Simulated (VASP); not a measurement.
Computed with PBE GGA, VASP's PBE PAW potentials (set 64) (plane waves; VASP 6.6.1).

Input for VASP

File KPOINTS:
```
Automatic mesh
0
Gamma
5 5 5
0 0 0
```

POSCAR:
```
NiRu3
1
    0.0000000000     3.2138060000     3.2138060000
    3.2138060000     0.0000000000     3.2138060000
    3.2138060000     3.2138060000     0.0000000000
Ni Ru
1 3
Direct
  0.0000000000   0.0000000000   0.0000000000
  0.5000000000   0.5000000000   0.5000000000
  0.2500000000   0.2500000000   0.2500000000
  0.7500000000   0.7500000000   0.7500000000
```

**INCAR**
```
# general
SYSTEM   =  NiRu3
PREC     =  Accurate
ENCUT    =  300
LREAL    =  .FALSE.   # projection in real space or not
LASPH    =  .TRUE.   # aspherical one-centre terms

# electronic loop
EDIFF    =  1E-6   # SCF stop (eV)
NELM     =  100   # most electronic steps
ALGO     =  Normal   # blocked Davidson
LMAXMIX  =  4   # l cut-off of mixed one-centre charges

# smearing
ISMEAR   =  0
SIGMA    =  0.272   # width (eV)

# functional
GGA      =  PE   # PBE

# spin
ISPIN    =  2   # spin-polarised
MAGMOM   =  2.0 0.0 0.0 0.0

# ions
ISIF     =  2   # forces and stress, cell fixed

# output
LWAVE    =  .FALSE.
LCHARG   =  .FALSE.
LORBIT   =  11   # lm-projected
```

POTCAR, in this order: Ni Ru_pv (PBE.64 set). Program: vasp_std.

What VASP printed:

OSZICAR:
```
       N       E                     dE             d eps       ncg     rms          rms(c)
DAV:   1     0.402201116687E+03    0.40220E+03   -0.22768E+04  1496   0.123E+03
DAV:   2    -0.178006253946E+02   -0.42000E+03   -0.40642E+03  1408   0.408E+02
DAV:   3    -0.332599296548E+02   -0.15459E+02   -0.14833E+02  1488   0.842E+01
DAV:   4    -0.337595691615E+02   -0.49964E+00   -0.48945E+00  1536   0.138E+01
DAV:   5    -0.337774359502E+02   -0.17867E-01   -0.17845E-01  1736   0.240E+00    0.264E+01
DAV:   6    -0.614222274066E+02   -0.27645E+02   -0.21925E+02  1416   0.223E+02    0.632E+01
DAV:   7    -0.391110580890E+02    0.22311E+02   -0.56334E+01  1432   0.486E+01    0.269E+01
DAV:   8    -0.344956891839E+02    0.46154E+01   -0.17563E+01  1624   0.340E+01    0.217E+01
DAV:   9    -0.298661944729E+02    0.46295E+01   -0.99104E+00  1656   0.474E+01    0.552E+00
DAV:  10    -0.300452491747E+02   -0.17905E+00   -0.16448E+00  1672   0.124E+01    0.639E+00
DAV:  11    -0.299316612275E+02    0.11359E+00   -0.56509E-01  1800   0.119E+01    0.244E+00
DAV:  12    -0.299494774899E+02   -0.17816E-01   -0.17670E-01  1688   0.502E+00    0.243E+00
DAV:  13    -0.299588164748E+02   -0.93390E-02   -0.91287E-02  1768   0.396E+00    0.146E+00
DAV:  14    -0.299526996612E+02    0.61168E-02   -0.45718E-03  1480   0.468E-01    0.152E+00
DAV:  15    -0.300085845080E+02   -0.55885E-01   -0.85201E-02  1584   0.186E+00    0.197E+00
DAV:  16    -0.300014435383E+02    0.71410E-02   -0.17239E-01  1520   0.254E+00    0.247E+00
DAV:  17    -0.299911798510E+02    0.10264E-01   -0.15760E-01  1544   0.327E+00    0.111E+00
DAV:  18    -0.300101064839E+02   -0.18927E-01   -0.20967E-02  1480   0.116E+00    0.507E-01
DAV:  19    -0.300126167404E+02   -0.25103E-02   -0.50504E-03  1576   0.569E-01    0.181E-01
DAV:  20    -0.300127816746E+02   -0.16493E-03   -0.40835E-04  1512   0.148E-01    0.974E-02
DAV:  21    -0.300128060709E+02   -0.24396E-04   -0.27024E-04  1560   0.127E-01    0.105E-01
DAV:  22    -0.300128040565E+02    0.20144E-05   -0.37671E-05  1648   0.629E-02    0.670E-02
DAV:  23    -0.300128205284E+02   -0.16472E-04   -0.63401E-05  1504   0.589E-02    0.211E-02
DAV:  24    -0.300128196246E+02    0.90385E-06   -0.96972E-06  1496   0.387E-02
   1 F= -.30012820E+02 E0= -.29864760E+02  d E =-.296120E+00  mag=     3.2223
```

File OUTCAR:
```
------------------------ aborting loop because EDIFF is reached ----------------------------------------
  FORCE on cell =-STRESS in cart. coord.  units (eV):
  Direction    XX          YY          ZZ          XY          YZ          ZX
  --------------------------------------------------------------------------------------
  Total      -12.7613104    -12.7613104    -12.7613104     -0.0000000     -0.0000000      0.0000000
  in kB     -307.9760099   -307.9760099   -307.9760099     -0.0000000     -0.0000000      0.0000000
  external PRESSURE =    -307.9760099 kB  Pullay stress =       0.0000000 kB
  volume of cell :       66.39
      direct lattice vectors                 reciprocal lattice vectors
     0.000000000  3.213806000  3.213806000    -0.155578775  0.155578775  0.155578775
     3.213806000  0.000000000  3.213806000     0.155578775 -0.155578775  0.155578775
     3.213806000  3.213806000  0.000000000     0.155578775  0.155578775 -0.155578775
 POSITION                                       TOTAL-FORCE (eV/Angst)
 -----------------------------------------------------------------------------------
      0.00000      0.00000      0.00000        -0.000000      0.000000      0.000000
      3.21381      3.21381      3.21381        -0.000000      0.000000      0.000000
      1.60690      1.60690      1.60690         0.000000      0.000000      0.000000
      4.82071      4.82071      4.82071        -0.000000     -0.000000     -0.000000
 -----------------------------------------------------------------------------------
    total drift:                                0.000000      0.000000      0.000000
  FREE ENERGIE OF THE ION-ELECTRON SYSTEM (eV)
  ---------------------------------------------------
  free  energy   TOTEN  =       -30.0128196246 eV

  energy  without entropy=      -29.7166998554  energy(sigma->0) =      -29.86475974

 total charge

# of ion       s       p       d       tot
------------------------------------------
    1        0.407   0.325   8.227   8.960
    2        0.344   6.191   5.757  12.292
    3        0.308   6.165   5.812  12.285
    4        0.308   6.165   5.812  12.285
--------------------------------------------------
tot          1.366  18.847  25.608  45.821

 magnetization (x)

# of ion       s       p       d       tot
------------------------------------------
    1        0.006  -0.008   0.635   0.633
    2        0.001   0.007   1.205   1.212
    3       -0.002  -0.002   0.666   0.662
    4       -0.002  -0.002   0.666   0.662
--------------------------------------------------
tot          0.002  -0.004   3.172   3.170
```
(Selected blocks of OUTCAR.)

### OUTCAR
```
 val. band max:        8.1930253625   @ k =  -0.4000   0.2000   0.0000

 cond. band min:       8.2850321841   @ k =   0.2000   0.0000   0.0000


 Fermi energy:         8.2803061062

 spin component 1

 k-point     1 :       0.0000    0.0000    0.0000
  band No.  band energies     occupation
      1     -34.9459      1.00000
      2     -34.9459      1.00000
      3     -34.9459      1.00000
      4     -34.4716      1.00000
      5     -34.4716      1.00000
      6     -34.4716      1.00000
      7     -34.3675      1.00000
      8     -34.3675      1.00000
      9     -34.3675      1.00000
     10       1.4652      1.00000
     11       3.9151      1.00000
     12       3.9151      1.00000
     13       5.2775      1.00000
     14       5.2775      1.00000
     15       5.2775      1.00000
     16       5.5084      1.00000
     17       5.5084      1.00000
     18       5.5084      1.00000
     19       6.3053      1.00000
     20       6.3053      1.00000
     21       6.3053      1.00000
     22       7.3779      1.00000
     23       7.3779      1.00000
     24       7.9263      0.96716
     25       7.9263      0.96715
     26       8.5327      0.09476
     27       8.5327      0.09476
     28       8.8783      0.00094
     29       8.8783      0.00094
     30       8.8783      0.00094
     31      14.6681      0.00000
     32      16.0005      0.00000

 k-point     2 :       0.2000    0.0000    0.0000
  band No.  band energies     occupation
      1     -34.9516      1.00000
      2     -34.9516      1.00000
      3     -34.9459      1.00000
      4     -34.4611      1.00000
      5     -34.4611      1.00000
      6     -34.4487      1.00000
      7     -34.3913      1.00000
      8     -34.3722      1.00000
      9     -34.3722      1.00000
     10       1.9802      1.00000
     11       4.1531      1.00000
     12       4.1531      1.00000
     13       4.8098      1.00000
     14       5.1523      1.00000
...
```

At this cut-off the stress carries a Pulay error, which pulls relaxed volumes low.

The structure was generated: NiRu3 was put into an ordered model structure, which need not be its known phase. The cell was not relaxed at this level. The k-mesh is coarse (spacing up to 0.34 per Å, 2π included), so the numbers may not be converged in it.
